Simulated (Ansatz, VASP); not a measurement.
This is a calculation of HfMg3 for Ansatz 0.2.0. The cell comes from a database or a generator and needn't be the stable form of this composition.

File input.yaml:

```yaml
crystal:
  lattice:
    - [4.433376, 0.0, 0.0]
    - [0.0, 4.433376, 0.0]
    - [0.0, 0.0, 4.433376]
  atoms:
    - { symbol: Hf, position: [0.0, 0.0, 0.0] }
    - { symbol: Mg, position: [0.0, 0.5, 0.5] }
    - { symbol: Mg, position: [0.5, 0.0, 0.5] }
    - { symbol: Mg, position: [0.5, 0.5, 0.0] }
hamiltonian:
  xc: pbe
  pseudopotentials: { kind: paw }
kpoints:
  mp_grid: { grid: [6, 6, 6] }
scf:
  occupations: { method: fermi_dirac, width: 0.05 }
output:
  forces: true
  stress: true
  eigenvalues: true
```

Potentials or basis: Ansatz PAW.

Run with:

```console
$ ansatz run input.yaml --threads 2 --pin off --max-ram 5120MiB --backend cpu --events-out ev --progress --plain --runs-dir out
```

Set up the same calculation for VASP 6.6.1. Potentials or basis there: PBE PAW files Hf_pv, Mg, 520 eV.

As run (cutoffs and basis follow the program's own potentials, and thresholds, step limits or extra output files can differ):

File INCAR:

```
ALGO = Normal
EDIFF = 1E-7
ENCUT = 520
GGA = PE
ISIF = 2
ISMEAR = -1
LASPH = T
LCHARG = F
LREAL = F
LWAVE = F
NBANDS = 16
NELM = 100
PREC = Accurate
SIGMA = 0.05
```

KPOINTS

```
k-points
0
Gamma
  6 6 6
```

Contents of POSCAR:

```
HfMg3
1.0
    4.4333760000      0.0000000000      0.0000000000
    0.0000000000      4.4333760000      0.0000000000
    0.0000000000      0.0000000000      4.4333760000
Hf Mg
1 3
Direct
    0.0000000000      0.0000000000      0.0000000000
    0.0000000000      0.5000000000      0.5000000000
    0.5000000000      0.0000000000      0.5000000000
    0.5000000000      0.5000000000      0.0000000000
```

Potentials or basis: VASP PAW PBE potentials, release 64 (Hf_pv, Mg).

Command:

```bash
$ cat potpaw_PBE.64/Hf_pv/POTCAR potpaw_PBE.64/Mg/POTCAR > POTCAR
$ mpirun -np 1 vasp_std > vasp.out
```

Both were run:

|  | Ansatz | VASP |
| --- | --- | --- |
| Pressure | 0.1 GPa | -0.1 GPa |

Ansatz's pressure holds a Pulay term of +0.01 GPa for its cutoff of 420 eV, which the other run lacks.

The potentials hold 56 and 16 valence electrons a cell.

Where Ansatz's input types no cutoff or centring, it takes its own default and a Γ-centred mesh.

Pressure is positive in compression.
